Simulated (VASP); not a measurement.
Output of a VASP run:

### OUTCAR
```
 ion  position               nearest neighbor table
   1  0.667  0.333  0.500-   4 2.31   4 2.31   4 2.31   3 2.31
   2  0.333  0.667  0.000-   3 2.31   3 2.31   3 2.31   4 2.31
   3  0.667  0.333  0.875-   2 2.31   2 2.31   2 2.31   1 2.31
   4  0.333  0.667  0.375-   1 2.31   1 2.31   1 2.31   2 2.31
  LATTYP: Found a hexagonal cell.
 ALAT       =     3.7685945615
 C/A-ratio  =     1.6390993427
 Subroutine PRICEL returns:
 Original cell was already a primitive cell.
 Subroutine GETGRP returns: Found 12 space group operations
The static configuration has the point symmetry C_3v.
 The point group associated with its full space group is C_6v.
The dynamic configuration has the point symmetry C_3v.
 Subroutine INISYM returns: Found 12 space group operations
 Subroutine IBZKPT returns following result:
 Found     24 irreducible k-points:

 Following reciprocal coordinates:
            Coordinates               Weight
  0.000000  0.000000  0.000000      1.000000
  0.142857  0.000000  0.000000      6.000000
  0.285714 -0.000000  0.000000      6.000000
  0.428571  0.000000  0.000000      6.000000
  0.142857  0.142857  0.000000      6.000000
  0.285714  0.142857  0.000000     12.000000
  0.428571  0.142857  0.000000      6.000000
  0.285714  0.285714  0.000000      6.000000
  0.000000  0.000000  0.250000      2.000000
  0.142857  0.000000  0.250000     12.000000
  0.285714 -0.000000  0.250000     12.000000
  0.428571  0.000000  0.250000     12.000000
  0.142857  0.142857  0.250000     12.000000
  0.285714  0.142857  0.250000     24.000000
  0.428571  0.142857  0.250000     12.000000
  0.285714  0.285714  0.250000     12.000000
  0.000000  0.000000  0.500000      1.000000
  0.142857  0.000000  0.500000      6.000000
  0.285714 -0.000000  0.500000      6.000000
  0.428571  0.000000  0.500000      6.000000
  0.142857  0.142857  0.500000      6.000000
  0.285714  0.142857  0.500000     12.000000
  0.428571  0.142857  0.500000      6.000000
  0.285714  0.285714  0.500000      6.000000
   k-points           NKPTS =     24   k-points in BZ     NKDIM =     24   number of bands    NBANDS=     22
   number of dos      NEDOS =    301   number of ions     NIONS =      4
   total plane-waves  NPLWV =  37632
   dimension x,y,z NGX =    28 NGY =   28 NGZ =   48
   dimension x,y,z NGXF=    56 NGYF=   56 NGZF=   96
   ions per type =               2   2
   PREC   = accura    normal or accurate (medium, high low for compatibility)
   ISTART =      0    job   : 0-new  1-cont  2-samecut
   ICHARG =      2    charge: 1-file 2-atom 10-const
   ISPIN  =      1    spin polarized calculation?
   LNONCOLLINEAR =      F non collinear calculations
   LSORBIT =      F    spin-orbit coupling
   INIWAV =      1    electr: 0-lowe 1-rand  2-diag
   ENCUT  =  500.0 eV  36.75 Ry    6.06 a.u.   6.87  6.87 11.26*2*pi/ulx,y,z
   NELM   =    100;   NELMIN=  2; NELMDL= -5     # of ELM steps
   EDIFF  = 0.1E-05   stopping-criterion for ELM
   LREAL  =      F    real-space projection
   NLSPLINE    = F    spline interpolate recip. space projectors
   LMAXMIX     =    4 max onsite mixed and CHGCAR
   VOSKOWN=      0    Vosko Wilk Nusair interpolation
   EDIFFG = -.2E-01   stopping-criterion for IOM
   NSW    =     40    number of steps for IOM
   NBLOCK =      1;   KBLOCK =     40    inner block; outer block
   IBRION =      2    ionic relax: 0-MD 1-quasi-New 2-CG
   NFREE  =      1    steps in history (QN), initial steepest desc. (CG)
   ISIF   =      3    stress and relaxation
   ISYM   =      2    0-nonsym 1-usesym 2-fastsym
   TEIN   =    0.0    initial temperature
   TEBEG  =    0.0;   TEEND  =   0.0 temperature during run
   SMASS  =  -3.00    Nose mass-parameter (am)
   PSTRESS=  100.0 pullay stress
   NELECT =      36.0000    total number of electrons
   EFERMI =   0.00;   METHOD = LEGACY
   ISMEAR =     0;   SIGMA  =   0.05  broadening in eV -4-tet -1-fermi 0-gaus
   IALGO  =     38    algorithm
   LDIAG  =      T    sub-space diagonalisation (order eigenvalues)
...
```

OSZICAR:
```
...
DAV:   9    -0.132482556880E+02   -0.12325E-04   -0.29331E-05  1466   0.603E-02    0.287E-02
DAV:  10    -0.132482508474E+02    0.48406E-05   -0.62277E-06  1376   0.329E-02    0.184E-02
DAV:  11    -0.132482495761E+02    0.12713E-05   -0.26771E-06   668   0.332E-02    0.112E-02
DAV:  12    -0.132482488871E+02    0.68896E-06   -0.12781E-06   594   0.724E-03
   2 F= -.89018449E+01 E0= -.89018449E+01  d E =-.249640E-01
       N       E                     dE             d eps       ncg     rms          rms(c)
DAV:   1    -0.139547740897E+02   -0.70652E+00   -0.74381E+00  1230   0.568E+01    0.532E+00
DAV:   2    -0.135210735683E+02    0.43370E+00   -0.16143E+00  1212   0.305E+01    0.217E+00
DAV:   3    -0.134661536320E+02    0.54920E-01   -0.72773E-02  1196   0.251E+00    0.108E+00
DAV:   4    -0.134510167095E+02    0.15137E-01   -0.10999E-02  1128   0.763E-01    0.480E-01
DAV:   5    -0.134491968363E+02    0.18199E-02   -0.23038E-03  1648   0.158E+00    0.640E-02
DAV:   6    -0.134492214222E+02   -0.24586E-04   -0.15306E-03  1278   0.745E-01    0.511E-02
DAV:   7    -0.134492337519E+02   -0.12330E-04   -0.10850E-04  1230   0.729E-02    0.453E-02
DAV:   8    -0.134492233755E+02    0.10376E-04   -0.10897E-04  1614   0.217E-01    0.388E-02
DAV:   9    -0.134492212818E+02    0.20937E-05   -0.34313E-05  1236   0.162E-01    0.258E-02
DAV:  10    -0.134492225990E+02   -0.13172E-05   -0.60022E-06  1158   0.315E-02    0.324E-02
DAV:  11    -0.134492226799E+02   -0.80862E-07   -0.21042E-07   576   0.558E-03
   3 F= -.89372256E+01 E0= -.89372256E+01  d E =-.603448E-01
       N       E                     dE             d eps       ncg     rms          rms(c)
DAV:   1    -0.134607389652E+02   -0.11516E-01   -0.25040E-02  1248   0.317E+00    0.332E-01
DAV:   2    -0.134591230839E+02    0.16159E-02   -0.64847E-03  1212   0.214E+00    0.130E-01
DAV:   3    -0.134589276831E+02    0.19540E-03   -0.24719E-04  1104   0.117E-01    0.622E-02
DAV:   4    -0.134588780138E+02    0.49669E-04   -0.34208E-05  1272   0.456E-02    0.369E-02
DAV:   5    -0.134588666056E+02    0.11408E-04   -0.60477E-06  1286   0.623E-02    0.515E-03
DAV:   6    -0.134588662819E+02    0.32370E-06   -0.61081E-06   990   0.288E-02
   4 F= -.89370827E+01 E0= -.89370827E+01  d E =-.602019E-01
       N       E                     dE             d eps       ncg     rms          rms(c)
DAV:   1    -0.134545197957E+02    0.43468E-02   -0.61217E-03  1230   0.157E+00    0.156E-01
DAV:   2    -0.134541534288E+02    0.36637E-03   -0.15116E-03  1200   0.106E+00    0.638E-02
DAV:   3    -0.134541114415E+02    0.41987E-04   -0.50396E-05  1092   0.570E-02    0.298E-02
DAV:   4    -0.134541007808E+02    0.10661E-04   -0.86618E-06  1198   0.215E-02    0.163E-02
DAV:   5    -0.134540998525E+02    0.92835E-06   -0.53654E-07   564   0.290E-02
   5 F= -.89371824E+01 E0= -.89371824E+01  d E =-.603016E-01
       N       E                     dE             d eps       ncg     rms          rms(c)
DAV:   1    -0.134541776393E+02   -0.76858E-04   -0.19557E-02  1062   0.101E+00    0.799E-02
DAV:   2    -0.134540927516E+02    0.84888E-04   -0.46088E-04  1404   0.276E-01    0.475E-02
DAV:   3    -0.134540452465E+02    0.47505E-04   -0.61231E-05  1226   0.972E-02    0.147E-02
DAV:   4    -0.134540434580E+02    0.17885E-05   -0.19015E-05  1200   0.385E-02    0.804E-03
DAV:   5    -0.134540435475E+02   -0.89524E-07   -0.19007E-06   584   0.170E-02
   6 F= -.89373462E+01 E0= -.89373462E+01  d E =-.163730E-03
```

OUTCAR:
```
------------------------ aborting loop because EDIFF is reached ----------------------------------------
  FORCE on cell =-STRESS in cart. coord.  units (eV):
  Direction    XX          YY          ZZ          XY          YZ          ZX
  --------------------------------------------------------------------------------------
  Total        4.4483947      4.4483946      4.5306982      0.0000000      0.0000000      0.0000000
  in kB       98.4877740     98.4877711    100.3099790      0.0000000      0.0000000      0.0000000
  external PRESSURE =      -0.9048253 kB  Pullay stress =     100.0000000 kB
  volume of cell :       72.37
      direct lattice vectors                 reciprocal lattice vectors
     1.853175798 -3.209794590 -0.000000000     0.269807107 -0.155773208  0.000000000
     1.853175798  3.209794590  0.000000000     0.269807107  0.155773208 -0.000000000
     0.000000000  0.000000000  6.082858605     0.000000000 -0.000000000  0.164396391
  FREE ENERGIE OF THE ION-ELECTRON SYSTEM (eV)
  ---------------------------------------------------
  free  energy   TOTEN  =       -13.4540435475 eV

  energy  without entropy=      -13.4540435475  energy(sigma->0) =      -13.45404355
  enthalpy is  TOTEN    =        -8.9373461527 eV   P V=        4.5166973948

 reached required accuracy - stopping structural energy minimisation
```
(Selected blocks of OUTCAR.)

**POSCAR**
```
ZnS
1
    1.8842972992    -3.2636986162     0.0000000000
    1.8842972992     3.2636986162     0.0000000000
    0.0000000000     0.0000000000     6.1771008687
Zn S
2 2
Direct
  0.6666670000   0.3333330000   0.5001609107
  0.3333330000   0.6666670000   0.0001609107
  0.6666670000   0.3333330000   0.8748390893
  0.3333330000   0.6666670000   0.3748390893
```

Problem. Write an INCAR and KPOINTS that could have produced this output.

Solution. Several could match; the one computed here: the input of the run itself, PBE GGA, plane waves, VASP's PBE PAW potentials (set 64).

### INCAR
```
! general
SYSTEM  = ZnS
PREC    = Accurate
ENCUT   = 500   ! plane-wave cut-off (eV)
LREAL   = F   ! projection in real space or not
LASPH   = T   ! aspherical one-centre terms

! electronic loop
EDIFF   = 1E-6   ! SCF stop (eV)
NELM    = 100   ! most electronic steps
ALGO    = Normal   ! blocked Davidson
LMAXMIX = 4

! smearing
ISMEAR  = 0   ! Gaussian
SIGMA   = 0.05   ! width (eV)

! functional
GGA     = PE   ! PBE

! ions
IBRION  = 2
NSW     = 40
ISIF    = 3
EDIFFG  = -0.02   ! ionic stop
PSTRESS = 100   ! kbar

! output
LWAVE   = F
LCHARG  = F
```

KPOINTS:
```
Automatic mesh
0
Gamma
7 7 4
0 0 0
```

POTCAR, in this order: Zn S (PBE.64 set). Program: vasp_std.

Energy and stress use the plane-wave basis of the starting cell.

The compound is ZnS in the wurtzite structure, the high-temperature form. This run relaxes it under an external pressure of 10 GPa. Symmetry was kept, so distortions that lower it aren't found.
